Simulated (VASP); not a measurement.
Wanted: the native input for a VASP 6.6.1 run.

| Property | Result |
| --- | --- |
| Task | single point |
| Functional | PBE |
| Potentials or basis | VASP PAW PBE potentials, release 64 (C, Zr_sv, B) |
| Cutoff | 520 eV |
| k mesh | 3 × 3 × 3 |
| Occupations | fermi-dirac, width 0.05 eV |
| Spin | no spin polarisation |
| Dipole correction | no |
| Further INCAR settings | ALGO = Fast; EDIFF = 1e-07; NBANDS = 64 |

The structure of Zr3BC3 lies in POSCAR:

```
Zr3BC3
1.0
    5.7950270000     -1.0743000000      0.3161450000
    1.1063640000      5.7918700000      0.8230540000
    1.6484500000     -2.5349440000      4.5125390000
C Zr B
6 6 2
Direct
    0.6518187665      0.7116873639      1.0161675333
    0.7227750105      0.8107710893      0.2511446231
    0.9410447295      0.6173232316      0.4765417116
    0.4647054422      0.5416998096      0.0715837587
    0.8895464115      0.8998397290      0.7355129034
    0.1971792033      0.5398782102      0.1610709315
    0.5039766841      0.9455043984      0.8001282901
    0.5732506264      0.4717432646      0.3737003713
    0.0951165524      0.6317737929      0.8257097457
    0.0412882271      0.2135762508      0.9707018922
    0.7847886538      0.3063736326      0.6602176618
    0.2893998333      0.8947204298      0.4189509412
    0.6660964926      0.0103285059      0.1199998507
    0.1050697495      0.9429642734      0.1719908032
```

The cell was built by a generator and needn't be a form met in nature.

The input as run:

INCAR

```
ALGO = Fast
EDIFF = 1E-7
ENCUT = 520
GGA = PE
ISIF = 2
ISMEAR = -1
LASPH = True
LCHARG = False
LREAL = False
LWAVE = False
NBANDS = 64
NELM = 100
PREC = Accurate
SIGMA = 0.05
```

KPOINTS

```
k-points
0
Gamma
  3 3 3
```

Potentials or basis: VASP PAW PBE potentials, release 64 (C, Zr_sv, B).

Launch:

```console
$ cat potpaw_PBE.64/C/POTCAR potpaw_PBE.64/Zr_sv/POTCAR potpaw_PBE.64/B/POTCAR > POTCAR
$ mpirun -np 1 vasp_std > vasp.out
```

It gave:

```yaml
Pressure: 25.3 GPa
Largest_force: 2.909 eV/Å
Band_gap_on_the_k_mesh: none (metal or under the smearing width)
```

Caveat: the k mesh is coarse (spacing up to 0.45 Å⁻¹), so the values aren't converged; so large a pressure means that the cell lies far from this level's equilibrium, or that cutoff or potentials fall short.

It took 9.1 min on 1 thread of Intel(R) Xeon(R) Platinum 8175M CPU @ 2.50GHz (Skylake/Cascade Lake), with other jobs on the host, peak memory 0.35 GiB.
